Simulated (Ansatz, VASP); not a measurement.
## Cross-check of Ta3W7 between VASP and Ansatz

One calculation is typed for both programs; each brings its own data sets and cutoff. How far apart do they land?

Main program and level: Ansatz 0.2.0; plane waves, with VASP 6.6.1 beside it; single point at LDA.

## (1) The structure

The cell holds 20 atoms: 6 Ta and 14 W. Its edges and angles: a = 6.340 Å, b = 6.340 Å, c = 20.340 Å, α = 90.0°, β = 90.0°, γ = 90.0°. It derives from W. As first built, before any earlier steps moved the atoms (in the runner's words): kind: overlayer; added: Ta; how: three quarters in the top layer, both faces;. Regions: layer 1, 4 atoms (1 W and 3 Ta); layer 2, 4 atoms (4 W); layer 3, 4 atoms (4 W); other layers, 8 atoms (5 W and 3 Ta). Vacuum lies along c.

## (2) Ansatz: single point, LDA

Ansatz runs on its default PAW (the set named soft_2) files.

With cell and atoms fixed, the geometry can't cause a difference; cores, projectors, grids and the points listed under the comparison can.

input.yaml reads:

```yaml
crystal:
  lattice:
    - [6.34, 0.0, 0.0]
    - [0.0, 6.34, 0.0]
    - [0.0, 0.0, 20.34]
  atoms:
    - { symbol: Ta, position: [0.0, 0.0, 0.6498169659] }
    - { symbol: Ta, position: [0.5, 0.0, 0.6518447268] }
    - { symbol: Ta, position: [0.0, 0.5, 0.6518447268] }
    - { symbol: Ta, position: [0.0, 0.0, 0.3501830341] }
    - { symbol: Ta, position: [0.5, 0.0, 0.3481552732] }
    - { symbol: Ta, position: [0.0, 0.5, 0.3481552732] }
    - { symbol: W, position: [0.5, 0.5, 0.6433424314] }
    - { symbol: W, position: [0.2501456293, 0.2501456293, 0.5773286922] }
    - { symbol: W, position: [0.7498543707, 0.2501456293, 0.5773286922] }
    - { symbol: W, position: [0.2501456293, 0.7498543707, 0.5773286922] }
    - { symbol: W, position: [0.7498543707, 0.7498543707, 0.5773286922] }
    - { symbol: W, position: [0.0, 0.0, 0.5] }
    - { symbol: W, position: [0.5, 0.0, 0.5] }
    - { symbol: W, position: [0.0, 0.5, 0.5] }
    - { symbol: W, position: [0.5, 0.5, 0.5] }
    - { symbol: W, position: [0.2501456293, 0.2501456293, 0.4226713078] }
    - { symbol: W, position: [0.7498543707, 0.2501456293, 0.4226713078] }
    - { symbol: W, position: [0.2501456293, 0.7498543707, 0.4226713078] }
    - { symbol: W, position: [0.7498543707, 0.7498543707, 0.4226713078] }
    - { symbol: W, position: [0.5, 0.5, 0.3566575686] }
hamiltonian:
  xc: lda
  pseudopotentials: { kind: paw }
kpoints:
  mp_grid: { grid: [3, 3, 1] }
scf:
  occupations: { method: gaussian, width: 0.1 }
  n_extra_bands: 9
output:
  forces: true
  eigenvalues: true
```

Command:

```bash
$ ansatz run input.yaml --threads 8 --pin off --max-ram 18432MiB --backend cpu --events-out ev --progress --plain --runs-dir out
```

Numbers of over 12 decimals in the logs are rounded to 6 here.

The program printed:

```text
scf.n_extra_bands = 9 over 137 filled bands (N_el = 274.0): the run solves 146 bands
Engine: ansatz 0.2.0, aarch64-unknown-linux-gnu
Pseudopotentials: kind: paw
Pseudopotential: Ta, paw, valence charge 13, recommended cutoff 420 eV (normal), Ta.paw.azcp
Pseudopotential: W, paw, valence charge 14, recommended cutoff 420 eV (normal), W.paw.azcp
Functional definition: SPW92
  exchange = slater_x
  correlation = pw_c
Crystal: 20 atoms, lattice volume = 817.579 Å³
Basis set: ecut = 420 eV, 15999 PW (Γ)
Bands: 146, of which v1, the nominal top of the filled ones, is band 137 counted from 1 (136 counted from 0)
Symmetry: 16 space group operations
Space group: P4/mmm (ITA 123), of the structure as read, at distance tolerance 9.4e-5 Å
k-points: 3 of 9
Non-local potential: Ta, projectors of the file, l = 0: 3, l = 1: 2, l = 2: 2, l = 3: 1
Non-local potential: W, projectors of the file, l = 0: 3, l = 1: 2, l = 2: 2, l = 3: 1
PAW form: soft (Blöchl's): semilocal exchange-correlation on the pseudo side does not see the compensation charge
PAW frozen core: Ta, regenerated for the run's functional, and the local potential with it (the file was generated under x = pbe(κ = 0.804, μ = 0.219515), c = pbe(β = 0.066725))
PAW frozen core: W, regenerated for the run's functional, and the local potential with it (the file was generated under x = pbe(κ = 0.804, μ = 0.219515), c = pbe(β = 0.066725))
PAW one-centre angular grid: Ta, 590 points (default); XC on 64 Gauss nodes
PAW one-centre angular grid: W, 590 points (default); XC on 64 Gauss nodes
Initial density: superposition of atomic densities (neutral atoms: chi_scale 0, normalization atom), corrected by the library's trained network
Initial wavefunctions: pseudopotential atomic-orbital guess
Functional: x = slater, c = lda
SCF iter   1: F=—  HF=-199896.141604 eV  |F-HF|=—  |Δ(HF+E_count)|=         —  Δρ=8.28e-3  dr2=3.90e0  ethr=1.77e-3  ⟨swp⟩=9.0  Hψ=2228  notcnv=0
preconditioner: auto → LDOS  [metal: Δε(μ)=0.046 eV  Ē_g=3.515 eV  σ=0.100 eV  W_gap=0.25  n_scr=162 (ndim 8)  ℏωp=13.9 eV  f_vac=0.512  D(μ)=19.10/eV (n_scr^D=104)  β→1.0]
SCF iter   2: F=—  HF=-199895.833767 eV  |F-HF|=—  |Δ(HF+E_count)|=   3.08e-1  Δρ=4.98e-3  dr2=6.40e-1  ethr=1.42e-3  ⟨swp⟩=3.3  Hψ=728  notcnv=0
SCF iter   3: F=—  HF=-199895.770334 eV  |F-HF|=—  |Δ(HF+E_count)|=   6.34e-2  Δρ=1.85e-3  dr2=8.57e-2  ethr=2.33e-4  ⟨swp⟩=2.0  Hψ=635  notcnv=0
SCF iter   4: F=—  HF=-199895.761950 eV  |F-HF|=—  |Δ(HF+E_count)|=   8.38e-3  Δρ=5.72e-4  dr2=1.05e-2  ethr=3.13e-5  ⟨swp⟩=3.0  Hψ=691  notcnv=0
SCF iter   5: F=—  HF=-199895.760872 eV  |F-HF|=—  |Δ(HF+E_count)|=   1.08e-3  Δρ=1.59e-4  dr2=3.35e-4  ethr=3.83e-6  ⟨swp⟩=3.0  Hψ=622  notcnv=0
SCF iter   6: F=—  HF=-199895.760923 eV  |F-HF|=—  |Δ(HF+E_count)|=   5.08e-5  Δρ=5.32e-5  dr2=4.17e-5  ethr=1.22e-7  ⟨swp⟩=3.0  Hψ=834  notcnv=0
SCF iter   7: F=—  HF=-199895.760814 eV  |F-HF|=—  |Δ(HF+E_count)|=   1.09e-4  Δρ=1.98e-5  dr2=4.81e-6  ethr=1.52e-8  ⟨swp⟩=2.3  Hψ=674  notcnv=0
SCF iter   8: F=—  HF=-199895.760815 eV  |F-HF|=—  |Δ(HF+E_count)|=   1.51e-6  Δρ=7.07e-6  dr2=1.00e-6  ethr=1.76e-9  ⟨swp⟩=3.0  Hψ=823  notcnv=0
SCF iter   9: F=—  HF=-199895.760815 eV  |F-HF|=—  |Δ(HF+E_count)|=   1.00e-7  Δρ=2.40e-6  dr2=1.04e-7  ethr=3.65e-10  ⟨swp⟩=2.7  Hψ=689  notcnv=0
SCF iter  10: F=-199895.760815 eV  HF=-199895.760815 eV  |F-HF|=1.21e-8  |Δ(HF+E_count)|=   5.53e-9  Δρ=9.92e-7  dr2=1.97e-8  ethr=3.65e-11  ⟨swp⟩=9.0  Hψ=1789  notcnv=0
SCF 1 converged in 10 iterations: F = -199895.760815 eV  dr2 = 1.97e-8
  greatest PAW one-centre occupation: 1.000 electrons in one spin orbital (limit 2), on the Ta atom at site 3 (counted from 0), in its partial waves of l = 0
SCF converged after 10 iterations
Free energy (F): -199895.760815 eV
Harris-Foulkes:  -199895.760815 eV  (|F-HF|=1.21e-8)
Internal energy: -199895.647486 eV  (E = F + TS)
E sigma→0 (E₀):  -199895.704150 eV
Entropy (-TS):   -0.113330 eV (-5.666 meV/atom)
Fermi energy:    6.225924 eV
--- Per-component energies (eV) ---
  E_band       = -5967.364070
  E_kinetic    = 8499.241708
  E_local      = -238591.080350  (includes V_loc(G=0)·N_el)
  E_nonlocal   = 226.939222
  E_hartree    = 115489.470647
  E_xc         = -4997.026283
  E_vxc        = -4550.975544  (∫ρ·V_xc dr)
  E_paw        = -165229.879373  (= ΣΔE_a)
  E_vpaw       = -2530.438344  (= ΣTr[D̂ρ^β])
  E_aug_tail   = 0.000003  (compensation charges beyond the density's cutoff)
  E_ewald      = 84701.169382
  E_core_change = 5.517558  (= ΣΔE_core)
  E_smearing   = -0.113330  (= −TS)
  E_closure    = -0.000000  (closes the sum)
  Σ components = -199895.760815   (vs F -199895.760815, Δ=0.00e0)
--- Forces (eV/Å), atoms counted from 1 ---
  atom   1  Ta    -0.00000000     0.00000000    -0.07801990
  atom   2  Ta     0.00000000     0.00000000    -0.14616769
  atom   3  Ta     0.00000000     0.00000000    -0.14616769
  atom   4  Ta    -0.00000000     0.00000000     0.07801990
  atom   5  Ta     0.00000000     0.00000000     0.14616769
  atom   6  Ta     0.00000000     0.00000000     0.14616769
  atom   7  W     -0.00000000     0.00000000     0.06096767
  atom   8  W     -0.03977472    -0.03977472     0.03077893
  atom   9  W      0.03977472    -0.03977472     0.03077893
  atom  10  W     -0.03977472     0.03977472     0.03077893
  atom  11  W      0.03977472     0.03977472     0.03077893
  atom  12  W      0.00000000     0.00000000     0.00000000
  atom  13  W      0.00000000    -0.00000000     0.00000000
  atom  14  W      0.00000000     0.00000000     0.00000000
  atom  15  W      0.00000000    -0.00000000     0.00000000
  atom  16  W     -0.03977472    -0.03977472    -0.03077893
  atom  17  W      0.03977472    -0.03977472    -0.03077893
  atom  18  W     -0.03977472     0.03977472    -0.03077893
  atom  19  W      0.03977472     0.03977472    -0.03077893
  atom  20  W      0.00000000     0.00000000    -0.06096767
  max |Σ_I F_I| component: 7.63e-17 eV/Å
--- Band table (eV) ---
  k-point 0: bands = [... 133 lower, 5.9534, 6.2565, 6.2785, 6.2785, 6.3355, 6.4759, 6.4845, 6.4845, ... 5 higher]
  k-point 1: bands = [... 133 lower, 5.6614, 5.8505, 6.0205, 6.3034, 6.3918, 6.4528, 6.5348, 6.5992, ... 5 higher]
  k-point 2: bands = [... 133 lower, 5.9728, 5.9871, 5.9941, 6.1383, 6.1747, 6.2252, 6.2885, 6.3799, ... 5 higher]
```

It took 8.6 s on 8 threads of Arm Neoverse N1, shared host; peak memory 1.9 GiB; 62 s of CPU time.

(Continued in part 2 of 2.)

[Lines on the potential files, build, host, timing and source positions are cut from VASP's logs without a mark.]

[Logs are printed without paths, hosts, clocks, repeated set-up lines and the standing remarks that a program may print on its own settings, such as how far it seeks lower states.]

[Hosts, paths, dates, database ids (printed as entryN), source tags and the programs' standing remarks are cut or masked in the printed files.]
